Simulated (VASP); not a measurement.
Given:

```xyz
33
Lattice="7.2630 0.0000 0.0000 0.0000 7.2630 0.0000 0.0000 0.0000 7.2630" Properties=species:S:1:pos:R:3 pbc="T T T"
Cu     3.6315     0.0000     0.0000
Cu     5.4473     1.8158     0.0000
Cu     5.4473     0.0000     1.8158
Cu     0.0000     0.0000     0.0000
Cu     1.8158     1.8158     0.0000
Cu     3.6315     3.6315     0.0000
Cu     5.4473     5.4473     0.0000
Cu     1.8158     0.0000     1.8158
Cu     3.6408     1.7983     1.7880
Cu     5.4473     3.6315     1.8158
Cu     3.6315     0.0000     3.6315
Cu     5.4473     1.8158     3.6315
Cu     5.4473     0.0000     5.4473
Cu     0.0000     3.6315     0.0000
Cu     1.8158     5.4473     0.0000
Cu     7.2481     1.8140     1.8461
Cu     1.8060     3.6253     1.8533
Cu     3.6010     5.4696     1.8339
Cu     0.0000     0.0000     3.6315
Cu     1.8529     1.8376     3.6484
Cu     3.6215     3.5890     3.6044
Cu     5.4473     5.4473     3.6315
Cu     1.8158     0.0000     5.4473
Cu     3.5960     1.8544     5.4045
Cu     5.4473     3.6315     5.4473
Cu     7.2580     5.4761     1.8529
Cu     0.0214     3.6315     3.6785
Cu     1.7991     5.4241     3.6377
Cu     0.0496     1.8550     5.4095
Cu     1.8042     3.6239     5.4148
Cu     3.5823     5.4746     5.4926
Cu     7.2383     5.4936     5.4748
O      1.8494     3.6305     3.6755
```

Method: PBE GGA, VASP's PBE PAW potentials (set 64) (plane waves; VASP 6.6.1). Settings: PREC = Normal, LREAL = Auto, ISYM = 0, EDIFF = 1E-5, 400 eV cut-off, 3×3×3 Γ-centred mesh, first-order Methfessel-Paxton smearing of 0.10 eV, potentials Cu O.

Q: The ions are relaxed. Predict the relaxed structure.

A: 
```xyz
33
Lattice="7.2630 0.0000 0.0000 0.0000 7.2630 0.0000 0.0000 0.0000 7.2630" Properties=species:S:1:pos:R:3 pbc="T T T"
Cu     3.6341     0.0020     0.0041
Cu     5.4440     1.8137     0.0059
Cu     5.4452     0.0038     1.8146
Cu     7.2543     0.0032     0.0046
Cu     1.8136     1.7855     0.0044
Cu     3.6635     3.6354     0.0058
Cu     5.4442     5.4567     0.0033
Cu     1.8148     0.0030     1.7844
Cu     3.6449     1.8057     1.8066
Cu     5.4479     3.6353     1.7847
Cu     3.6646     0.0041     3.6354
Cu     5.4472     1.7854     3.6365
Cu     5.4444     0.0025     5.4568
Cu     7.2252     3.6363     0.0039
Cu     1.8141     5.4874     0.0048
Cu     7.2494     1.8068     1.8059
Cu     1.8129     3.6336     1.6435
Cu     3.6434     5.4617     1.8070
Cu     7.2254     0.0047     3.6355
Cu     1.8139     1.6400     3.6332
Cu     3.8117     3.6342     3.6333
Cu     5.4476     5.4882     3.6342
Cu     1.8142     0.0048     5.4863
Cu     3.6420     1.8072     5.4647
Cu     5.4453     3.6342     5.4863
Cu     7.2482     5.4629     1.8057
Cu     7.0842     3.6372     3.6363
Cu     1.8120     5.6311     3.6360
Cu     7.2467     1.8069     5.4632
Cu     1.8123     3.6377     5.6339
Cu     3.6427     5.4608     5.4616
Cu     7.2476     5.4648     5.4658
O      1.8175     3.6356     3.6420
```

Q: How much energy does the relaxation gain?

A: The energy (σ→0) changes by -72.4 meV/atom, in 13 ionic steps.

The cell is a supercell with a defect, built from Cu (fcc): O_i. The run is not spin-polarised, so no state with unpaired spins was tried.
